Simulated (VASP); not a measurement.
# In2Bi with LDA: from relaxation to properties, part 4 of 5

How well does LDA reproduce what experiment finds for In2Bi? The cell is relaxed first, and properties follow on it. The start is a cell from a database of measured crystal structures.

VASP 6.6.1; LDA; plane waves and PAW (In_d, Bi_d).

Still holding for the runs below: The k-mesh is coarse for a metal.

So far. Step 6 (Density of states (LDA)): The finer mesh and the other smearing move the Fermi level by -0.05 eV from the 5×5×4 run, a small shift, which tests the Fermi level alone. Of the states within 0.3 eV of the Fermi level, the largest shares in the PAW spheres are In p 19 %, Bi p 17 % and In s 10 %. The rest lies in smaller channels or between the spheres. The relaxed cell has a = 5.303, c = 6.640 Å (conventional setting).

**8. Field gradients at the nuclei (LDA)**

Field gradients probe how far the charge around each nucleus departs from cubic symmetry; LASPH keeps the non-spherical terms inside the spheres.

Contents of INCAR:

```
SYSTEM = In2Bi
PREC = Accurate
ENCUT = 400
EDIFF = 1E-07
NELM = 100
ISMEAR = 1
SIGMA = 0.2
LREAL = .FALSE.
ALGO = Normal
GGA = CA
NBANDS = 50
LORBIT = 11
LWAVE = .FALSE.
LCHARG = .FALSE.
KPAR = 4
LEFG = .TRUE.
LASPH = .TRUE.
```

Contents of POSCAR:

```
In2Bi
1.0
    5.3027491976      0.0000000000      0.0000000000
   -2.6513745988      4.5923155149      0.0000000000
    0.0000000000      0.0000000000      6.6403466881
In Bi
4 2
Direct
    0.0000000000      0.0000000000      0.0000000000
    0.0000000000      0.0000000000      0.5000000000
    0.3333333333      0.6666666667      0.7500000000
    0.6666666667      0.3333333333      0.2500000000
    0.3333333333      0.6666666667      0.2500000000
    0.6666666667      0.3333333333      0.7500000000
```

Contents of KPOINTS:

```
Automatic mesh
0
Gamma
5 5 4
0 0 0
```

The projector-augmented-wave data sets are In_d and Bi_d (LDA family, release 64).

Command:

```bash
$ mpirun -np 4 vasp_std
```

Output:

```text
[... set-up lines as in an earlier step ...]
 entering main loop
       N       E                     dE             d eps       ncg     rms          rms(c)
DAV:   1     0.878966034724E+03    0.87897E+03   -0.34519E+04  1500   0.191E+03
DAV:   2     0.937947297768E+02   -0.78517E+03   -0.77097E+03  1500   0.521E+02
DAV:   3    -0.158054555568E+02   -0.10960E+03   -0.10691E+03  1668   0.221E+02
DAV:   4    -0.218503527328E+02   -0.60449E+01   -0.59970E+01  1732   0.560E+01
DAV:   5    -0.221749017482E+02   -0.32455E+00   -0.32447E+00  2398   0.108E+01    0.499E+00
DAV:   6    -0.220328853930E+02    0.14202E+00   -0.28484E-01  1950   0.577E+00    0.251E+00
DAV:   7    -0.220026983270E+02    0.30187E-01   -0.12358E-01  1958   0.297E+00    0.460E-01
DAV:   8    -0.220003483745E+02    0.23500E-02   -0.16600E-02  2014   0.130E+00    0.180E-01
ion   1
     0.0000000     0.0000000    -0.0000000    -0.1406271    -0.0000000     0.0000000
     0.0000565     0.0000000    -0.0000000    -0.1406271    -0.0000000     0.0000000
     0.0000778     0.0000000    -0.0000000    -0.1406271    -0.0000000     0.0000000
     0.0001071     0.0000000    -0.0000000    -0.1406271    -0.0000000     0.0000000
     0.0001475     0.0000000    -0.0000000    -0.1406271    -0.0000000     0.0000000

     0.0000000     0.0000000    -0.0000000     6.8739826     0.0000000     0.0000001
     0.0000565     0.0000000    -0.0000000     6.8723647     0.0000000     0.0000001
     0.0000778     0.0000000    -0.0000000     6.8714682     0.0000000     0.0000001
     0.0001071     0.0000000    -0.0000000     6.8700199     0.0000000     0.0000001
     0.0001475     0.0000000    -0.0000000     6.8676893     0.0000000     0.0000001

ion   2
     0.0000000     0.0000000     0.0000000    -0.1406271    -0.0000000     0.0000000
     0.0000565     0.0000000     0.0000000    -0.1406271    -0.0000000     0.0000000
     0.0000778     0.0000000     0.0000000    -0.1406271    -0.0000000     0.0000000
     0.0001071     0.0000000     0.0000000    -0.1406271    -0.0000000     0.0000000
     0.0001475     0.0000000     0.0000000    -0.1406271    -0.0000000     0.0000000

     0.0000000     0.0000000     0.0000000     6.8739826     0.0000000     0.0000001
     0.0000565     0.0000000     0.0000000     6.8723647     0.0000000     0.0000001
     0.0000778     0.0000000     0.0000000     6.8714682     0.0000000     0.0000001
     0.0001071     0.0000000     0.0000000     6.8700199     0.0000000     0.0000001
     0.0001475     0.0000000     0.0000000     6.8676893     0.0000000     0.0000001

ion   3
     0.0000000     0.0000000    -0.0000000     0.5613070    -0.0000000     0.0000000
     0.0000565     0.0000000    -0.0000000     0.5613070    -0.0000000     0.0000000
     0.0000778     0.0000000    -0.0000000     0.5613070    -0.0000000     0.0000000
     0.0001071     0.0000000    -0.0000000     0.5613069    -0.0000000     0.0000000
     0.0001475     0.0000000    -0.0000000     0.5613069    -0.0000000     0.0000000

     0.0000000     0.0000000     0.0000000   -28.0901162     0.0000000     0.0000001
     0.0000565     0.0000000     0.0000000   -28.0835591     0.0000000     0.0000001
     0.0000778     0.0000000     0.0000000   -28.0799820     0.0000000     0.0000001
     0.0001071     0.0000000     0.0000000   -28.0742364     0.0000000     0.0000001
     0.0001475     0.0000000     0.0000000   -28.0650448     0.0000000     0.0000001

ion   4
     0.0000000     0.0000000    -0.0000000     0.5613070     0.0000000     0.0000000
     0.0000565     0.0000000    -0.0000000     0.5613070     0.0000000     0.0000000
     0.0000778     0.0000000    -0.0000000     0.5613070     0.0000000     0.0000000
     0.0001071     0.0000000    -0.0000000     0.5613069     0.0000000     0.0000000
     0.0001475     0.0000000    -0.0000000     0.5613069     0.0000000     0.0000000

     0.0000000     0.0000000     0.0000000   -28.0901162    -0.0000000     0.0000001
     0.0000565     0.0000000     0.0000000   -28.0835591    -0.0000000     0.0000001
     0.0000778     0.0000000     0.0000000   -28.0799820    -0.0000000     0.0000001
     0.0001071     0.0000000     0.0000000   -28.0742364    -0.0000000     0.0000001
     0.0001475     0.0000000     0.0000000   -28.0650448    -0.0000000     0.0000001

ion   5
     0.0000000     0.0000000    -0.0000000    -0.4702030    -0.0000000     0.0000000
     0.0000690     0.0000000    -0.0000000    -0.4702030    -0.0000000     0.0000000
     0.0000950     0.0000000    -0.0000000    -0.4702030    -0.0000000     0.0000000
     0.0001308     0.0000000    -0.0000000    -0.4702029    -0.0000000     0.0000000
     0.0001801     0.0000000    -0.0000000    -0.4702029    -0.0000000     0.0000000

     0.0000000     0.0000000     0.0000000   176.9602362     0.0000000     0.0000003
     0.0000690     0.0000000     0.0000000   176.6374495     0.0000000     0.0000003
     0.0000950     0.0000000     0.0000000   176.4876874     0.0000000     0.0000003
     0.0001308     0.0000000     0.0000000   176.2619450     0.0000000     0.0000003
     0.0001801     0.0000000     0.0000000   175.9231562     0.0000000     0.0000003

ion   6
     0.0000000     0.0000000    -0.0000000    -0.4702030     0.0000000     0.0000000
     0.0000690     0.0000000    -0.0000000    -0.4702030     0.0000000     0.0000000
     0.0000950     0.0000000    -0.0000000    -0.4702030     0.0000000     0.0000000
     0.0001308     0.0000000    -0.0000000    -0.4702029     0.0000000     0.0000000
     0.0001801     0.0000000    -0.0000000    -0.4702029     0.0000000     0.0000000

     0.0000000     0.0000000     0.0000000   176.9602362    -0.0000000     0.0000003
     0.0000690     0.0000000     0.0000000   176.6374495    -0.0000000     0.0000003
     0.0000950     0.0000000     0.0000000   176.4876874    -0.0000000     0.0000003
     0.0001308     0.0000000     0.0000000   176.2619450    -0.0000000     0.0000003
     0.0001801     0.0000000     0.0000000   175.9231562    -0.0000000     0.0000003

   1 F= -.22000067E+02 E0= -.22001161E+02  d E =0.328212E-02
```

Run time: 11 s. Hardware: 4 MPI ranks of AMD EPYC 9R45, shared host; peak memory 0.82 GiB.

From OUTCAR (step 8):

```text
   NELECT =      82.0000    total number of electrons

 E-fermi :   7.7743

 k-point     1 :       0.0000    0.0000    0.0000
  band No.  band energies     occupation
    ...
     39       5.9709      2.00000
     40       6.0164      2.00000
     41       7.3683      2.01450
     42       7.4911      2.06235
     43       7.4911      2.06235
     44       7.9558     -0.02549
     45       8.2002     -0.01029
     46       9.8246     -0.00000
     47       9.8246     -0.00000
     48      10.3882     -0.00000
    ...

  Total        0.0412625      0.0412625      0.0226713      0.0000000     -0.0000000      0.0000000
  in kB        0.4088296      0.4088296      0.2246273      0.0000000     -0.0000000      0.0000000
  external PRESSURE =       0.3474288 kB  Pullay stress =       0.0000000 kB

 POSITION                                       TOTAL-FORCE (eV/Angst)
 -----------------------------------------------------------------------------------
      0.00000      0.00000      0.00000        -0.000000     -0.000000      0.000000
      0.00000      0.00000      3.32017        -0.000000     -0.000000      0.000000
     -0.00000      3.06154      4.98026         0.000000     -0.000000     -0.000000
      2.65137      1.53077      1.66009        -0.000000     -0.000000     -0.000000
     -0.00000      3.06154      1.66009         0.000000      0.000000      0.000000
      2.65137      1.53077      4.98026         0.000000     -0.000000      0.000000
 -----------------------------------------------------------------------------------
    total drift:                               -0.000000      0.000000     -0.000000

  FREE ENERGIE OF THE ION-ELECTRON SYSTEM (eV)
  ---------------------------------------------------
  free  energy   TOTEN  =       -22.0000672334 eV

  energy  without entropy=      -22.0033493498  energy(sigma->0) =      -22.00116127

 Electric field gradients after diagonalization (V/A^2)
 (convention: |V_zz| > |V_xx| > |V_yy|)
----------------------------------------------------------------------
 ion       V_xx      V_yy      V_zz     asymmetry (V_yy - V_xx)/ V_zz
----------------------------------------------------------------------
   1       4.212     4.201    -8.413       0.001
   2       4.212     4.201    -8.413       0.001
   3     -17.416   -17.406    34.822       0.000
   4     -17.416   -17.406    34.822       0.000
   5     111.558   111.551  -223.109       0.000
   6     111.558   111.551  -223.109       0.000
----------------------------------------------------------------------

[... 11 parts as in an earlier step ...]

[... 6 further parts left out ...]
```

This step gave:

* SCF cycles: 14
* bands: 50
* irreducible k-points: 15
* free energy (TOTEN): -22.00 eV
* energy at zero smearing: -22.00 eV
* Fermi energy: 7.774 eV
* pressure: 0.03474 GPa

Electric field gradients, by row:

```tsv
atom	Vxx (V/Å²)	Vyy (V/Å²)	Vzz (V/Å²)	asymmetry
In1	4.212	4.201	-8.413	0.001
In2	4.212	4.201	-8.413	0.001
In3	-17.42	-17.41	34.82	0
In4	-17.42	-17.41	34.82	0
Bi5	111.6	111.6	-223.1	0
Bi6	111.6	111.6	-223.1	0
```

The largest gradient, -223.11 V/Å², sits on Bi5 and like sites; times the quadrupole moment of a nucleus that has one, it gives the coupling that NMR and NQR see.

(Continued in part 5 of 5.)

[Lines on the potential files, build, host, timing and source positions are cut from VASP's logs without a mark.]

[Logs are printed without paths, hosts, clocks, repeated set-up lines and the standing remarks that a program may print on its own settings, such as how far it seeks lower states.]

[Hosts, paths, dates, database ids (printed as entryN), source tags and the programs' standing remarks are cut or masked in the printed files.]

[A measured line is paired with the nearest computed mode of its activity, which favours agreement.]
